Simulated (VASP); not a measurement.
These are PBEsol GGA, VASP's PBE PAW potentials (set 64) (plane waves; VASP) values and carry that method's errors.

Input for VASP

File POSCAR:
```
CoC
3.0661790
  0.9999999535   0.0000000000   0.0000000000
 -0.4999999767   0.8660252730   0.0000000000
  0.0000000000   0.0000000000   1.5085751707
Co C
2 2
Cartesian
 -0.0000005000   0.5773504706   1.4923687834
  0.5000004767   0.2886748023   0.7380811981
 -0.0000005000   0.5773504706   0.5819220763
  0.5000004767   0.2886748023   1.3362096616
```

KPOINTS:
```
Automatic mesh
0
Gamma
13 13 8
0 0 0
```

**INCAR**
```
ISIF = 2
SYSTEM = CoC
GGA = PS   ! PBEsol
LCHARG = T
ALGO = Normal
LEFG = T
ENCUT = 520   ! plane-wave cut-off (eV)
NEDOS = 601
LWAVE = F
LORBIT = 11   ! lm-projected
PREC = Accurate
ISMEAR = -5   ! tetrahedra, Bloechl
NELM = 100
EDIFF = 1E-7
LMAXMIX = 4
LASPH = T
LREAL = F   ! projection in real space or not
```

POTCAR, in this order: Co C (PBE.64 set). Program: vasp_std.

Output of the run:

### OSZICAR
```
       N       E                     dE             d eps       ncg     rms          rms(c)
DAV:   1     0.160699039235E+03    0.16070E+03   -0.12542E+04  3570   0.186E+03
DAV:   2    -0.201255179801E+02   -0.18082E+03   -0.17623E+03  3576   0.346E+02
DAV:   3    -0.404078437320E+02   -0.20282E+02   -0.19690E+02  4801   0.120E+02
DAV:   4    -0.412883981006E+02   -0.88055E+00   -0.87573E+00  4958   0.233E+01
DAV:   5    -0.413012496425E+02   -0.12852E-01   -0.12827E-01  4348   0.293E+00    0.333E+01
DAV:   6    -0.494178068335E+02   -0.81166E+01   -0.18214E+02  4439   0.230E+02    0.366E+01
DAV:   7    -0.318658208994E+02    0.17552E+02   -0.79961E+01  4624   0.165E+02    0.471E+00
DAV:   8    -0.322885981602E+02   -0.42278E+00   -0.57305E+00  3894   0.193E+01    0.240E+00
DAV:   9    -0.322390206942E+02    0.49577E-01   -0.21361E-01  5872   0.621E+00    0.747E-01
DAV:  10    -0.322374425101E+02    0.15782E-02   -0.29808E-02  3828   0.180E+00    0.289E-01
DAV:  11    -0.322371063992E+02    0.33611E-03   -0.51350E-03  5198   0.126E+00    0.217E-01
DAV:  12    -0.322366447930E+02    0.46161E-03   -0.19190E-03  5732   0.668E-01    0.358E-02
DAV:  13    -0.322366611148E+02   -0.16322E-04   -0.18225E-04  3874   0.123E-01    0.286E-02
DAV:  14    -0.322366497206E+02    0.11394E-04   -0.46656E-05  5425   0.484E-02    0.444E-03
DAV:  15    -0.322366500665E+02   -0.34591E-06   -0.23604E-06  4486   0.158E-02    0.222E-03
DAV:  16    -0.322366499140E+02    0.15247E-06   -0.15107E-07  2712   0.684E-03    0.552E-04
DAV:  17    -0.322366499053E+02    0.87332E-08   -0.30557E-08  2080   0.226E-03
   1 F= -.32236650E+02 E0= -.32236650E+02  d E =0.000000E+00
```

**OUTCAR**
```
------------------------ aborting loop because EDIFF is reached ----------------------------------------
  FORCE on cell =-STRESS in cart. coord.  units (eV):
  Direction    XX          YY          ZZ          XY          YZ          ZX
  --------------------------------------------------------------------------------------
  Total        0.0889535      0.0889535     -0.0776842      0.0000000      0.0000000      0.0000000
  in kB        3.7842819      3.7842811     -3.3048632      0.0000000      0.0000000      0.0000000
  external PRESSURE =       1.4212333 kB  Pullay stress =       0.0000000 kB
  volume of cell :       37.66
      direct lattice vectors                 reciprocal lattice vectors
     3.066178857  0.000000000  0.000000000     0.326138835  0.188296364  0.000000000
    -1.533089429  2.655388505  0.000000000     0.000000000  0.376592728  0.000000000
     0.000000000  0.000000000  4.625561508     0.000000000  0.000000000  0.216189969
 POSITION                                       TOTAL-FORCE (eV/Angst)
 -----------------------------------------------------------------------------------
     -0.00000      1.77026      4.57587         0.000000      0.000000      0.017610
      1.53309      0.88513      2.26309        -0.000000     -0.000000      0.017610
     -0.00000      1.77026      1.78428        -0.000000      0.000000     -0.017610
      1.53309      0.88513      4.09706         0.000000      0.000000     -0.017610
 -----------------------------------------------------------------------------------
    total drift:                               -0.000330      0.000191     -0.000577
  FREE ENERGIE OF THE ION-ELECTRON SYSTEM (eV)
  ---------------------------------------------------
  free  energy   TOTEN  =       -32.2366499053 eV

  energy  without entropy=      -32.2366499053  energy(sigma->0) =      -32.23664991

 total charge

# of ion       s       p       d       tot
------------------------------------------
    1        0.590   0.665   7.532   8.787
    2        0.590   0.665   7.532   8.787
    3        0.912   1.464   0.000   2.376
    4        0.912   1.464   0.000   2.376
--------------------------------------------------
tot          3.005   4.259  15.063  22.327

 Electric field gradients after diagonalization (V/A^2)
 (convention: |V_zz| > |V_xx| > |V_yy|)
----------------------------------------------------------------------
 ion       V_xx      V_yy      V_zz     asymmetry (V_yy - V_xx)/ V_zz
----------------------------------------------------------------------
   1     -11.015   -11.011    22.026       0.000
   2     -11.015   -11.011    22.026       0.000
   3      -3.273    -3.273     6.546       0.000
   4      -3.273    -3.273     6.546       0.000
```
(Selected blocks of OUTCAR.)

**OUTCAR**
```
 val. band max:        8.2411671120   @ k =   0.3077   0.1538   0.5000

 cond. band min:       8.2411736865   @ k =   0.3077   0.1538   0.5000


 Fermi energy:         8.2094721055

 k-point     1 :       0.0000    0.0000    0.0000
  band No.  band energies     occupation
      1      -5.7705      2.00000
      2      -2.7803      2.00000
      3       2.2417      2.00000
      4       3.3051      2.00000
      5       3.3051      2.00000
      6       3.5848      2.00000
      7       3.5848      2.00000
      8       3.9565      2.00000
      9       6.0010      2.00000
     10       6.0010      2.00000
     11       6.8494      2.00000
     12       6.8494      2.00000
     13       8.0370      2.02899
     14      11.7903      0.00000
     15      11.7903      0.00000
     16      12.7596      0.00000
     17      13.6960      0.00000

 k-point     2 :       0.0769    0.0000    0.0000
  band No.  band energies     occupation
      1      -5.6739      2.00000
      2      -2.7326      2.00000
      3       2.2982      2.00000
      4       3.2249      2.00000
      5       3.3515      2.00000
      6       3.5579      2.00000
      7       3.6410      2.00000
      8       4.0029      2.00000
      9       5.9410      2.00000
     10       5.9822      2.00000
     11       6.8671      2.00000
     12       6.8931      2.00000
     13       8.0208      2.09650
     14      11.4332      0.00000
     15      11.5813      0.00000
     16      12.6905      0.00000
     17      13.4551      0.00000

 k-point     3 :       0.1538    0.0000    0.0000
  band No.  band energies     occupation
      1      -5.3916      2.00000
      2      -2.6037      2.00000
      3       2.4439      2.00000
      4       3.0374      2.00000
      5       3.4822      2.00000
      6       3.4925      2.00000
      7       3.7999      2.00000
      8       4.1216      2.00000
      9       5.7854      2.00000
     10       5.9513      2.00000
     11       6.9088      2.00000
...
```

For a metal the tetrahedron method with Blöchl corrections gives inexact stress and forces.

The structure was generated: CoC was put into the wurtzite type (P6_3mc), which need not be its known phase. It was relaxed first, which changed the volume by -26 %. The run is not spin-polarised, so no magnetic state was tried.
